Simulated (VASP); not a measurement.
Input of a VASP 6.6.1 run:

The input INCAR:

```
SYSTEM = Hf8AsO15
PREC     = Accurate       ! precision mode
ENCUT    = 520            ! plane-wave cutoff, eV
EDIFF    = 1E-7           ! SCF threshold, eV
ISMEAR   = -1             ! smearing method
SIGMA    = 0.01           ! smearing width, eV
LREAL    = Auto         
LASPH    = .TRUE.         ! aspherical terms in the spheres
NELM     = 100            ! most SCF steps
ALGO     = Fast           ! electronic algorithm
ISIF     = 2              ! what is computed and relaxed
LWAVE    = .FALSE.        ! write WAVECAR
LCHARG   = .FALSE.        ! write CHGCAR
GGA      = PE             ! functional
NELECT   = 176.0        
NBANDS   = 106            ! bands
```

KPOINTS

```
Automatic mesh
0
G
  3 3 3
  0 0 0
```

Contents of POSCAR:

```
Hf8AsO15
1.0
    0.0000000000      5.1150000000      5.1150000000
    5.1150000000      0.0000000000      5.1150000000
    5.1150000000      5.1150000000      0.0000000000
Hf As O
8 1 15
Direct
   -0.0086384611     -0.0086384611     -0.0086384611
   -0.0086384611     -0.0086384611      0.5259153834
   -0.0086384611      0.5259153834     -0.0086384611
   -0.0094606315      0.5031535438      0.5031535438
    0.5259153834     -0.0086384611     -0.0086384611
    0.5031535438     -0.0094606315      0.5031535438
    0.5031535438      0.5031535438     -0.0094606315
    0.5031535438      0.5031535438      0.5031535438
    0.1250000000      0.1250000000      0.1250000000
    0.1194705518      0.1194705518      0.6305294482
    0.1194705518      0.6305294482      0.1194705518
    0.1194705518      0.6305294482      0.6305294482
    0.6305294482      0.1194705518      0.1194705518
    0.6305294482      0.1194705518      0.6305294482
    0.6305294482      0.6305294482      0.1194705518
    0.6250000000      0.6250000000      0.6250000000
    0.3750000000      0.3750000000      0.3750000000
    0.3901682888      0.3901682888      0.8598317112
    0.3901682888      0.8598317112      0.3901682888
    0.3901682888      0.8598317112      0.8598317112
    0.8598317112      0.3901682888      0.3901682888
    0.8598317112      0.3901682888      0.8598317112
    0.8598317112      0.8598317112      0.3901682888
    0.8750000000      0.8750000000      0.8750000000
```

Potentials or basis: VASP PAW PBE potentials, release 64 (Hf_pv, As, O).

Launch:

```sh
$ cat potpaw_PBE.64/Hf_pv/POTCAR potpaw_PBE.64/As/POTCAR potpaw_PBE.64/O/POTCAR > POTCAR
$ mpirun -np 1 vasp_std > vasp.out
```

**Question.** Predict the largest force.

**Answer.** 0.178 eV/Å.

**Question.** Predict the band gap on the k mesh.

**Answer.** 2.23 eV, direct.

Forces on the atoms (eV/Å):
```
Hf  -0.103 -0.103 -0.103
Hf   0.103  0.103 -0.103
Hf   0.103 -0.103  0.103
Hf   0.058 -0.058 -0.058
Hf  -0.103  0.103  0.103
Hf  -0.058  0.058 -0.058
Hf  -0.058 -0.058  0.058
Hf   0.058  0.058  0.058
As   0.000  0.000  0.000
O    0.000  0.000 -0.022
O    0.000 -0.022  0.000
O    0.022  0.000  0.000
O   -0.022  0.000  0.000
O    0.000  0.022  0.000
O    0.000  0.000  0.022
O    0.000  0.000  0.000
O    0.000  0.000  0.000
O    0.000  0.000  0.055
O    0.000  0.055  0.000
O   -0.055  0.000  0.000
O    0.055  0.000  0.000
O    0.000 -0.055  0.000
O    0.000  0.000 -0.055
O    0.000  0.000  0.000
```

Caveat: the cell carries a net charge on a neutralising background, which shifts energy and pressure; the cell is charged against a uniform background, so pressure and absolute levels hang on convention; spin-orbit coupling is left out, which moves the levels of the heavy elements. PBE gaps usually lie below the measured ones, often by a third to a half.
